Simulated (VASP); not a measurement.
Here is a VASP 6.6.1 calculation.

File INCAR:

```
SYSTEM = MoPd
  ALGO = Normal
  EDIFF = 1E-7
  ENCUT = 520
  GGA = PS
  ISIF = 2
  ISMEAR = -1
  LASPH = .True.
  LCHARG = .False.
  LREAL = .False.
  LWAVE = .False.
  NBANDS = 19
  NELM = 60
  PREC = Accurate
  SIGMA = 0.05
```

File KPOINTS:

```
k-points
0
Gamma
  11 11 11
  0 0 0
```

POSCAR

```
MoPd
1.0
    1.3876679665      0.8011704740      4.6447711807
   -1.3876679665      0.8011704740      4.6447711807
    0.0000000000     -1.6023409480      4.6447711807
Pd Mo
1 1
Direct
    0.4733910000      0.5192480000      0.5022040000
   -0.0194760000      0.0339920000     -0.0112180000
```

Potentials or basis: VASP PAW PBE potentials, release 64 (Pd, Mo_sv).

Launch:

```bash
$ cat potpaw_PBE.64/Pd/POTCAR potpaw_PBE.64/Mo_sv/POTCAR > POTCAR
$ mpirun -np 1 vasp_std > vasp.out
```

Task: Estimate the largest force.

Result: 0.230 eV/Å.

Task: What does it give for the pressure?

Result: -9.7 GPa.

Forces in eV/Å, atoms in the order of the input:
```
Pd  -0.014  0.054  0.223
Mo   0.014 -0.054 -0.223
```

Caveat: the PAW data sets were made with another functional, which shifts forces and pressure a little.
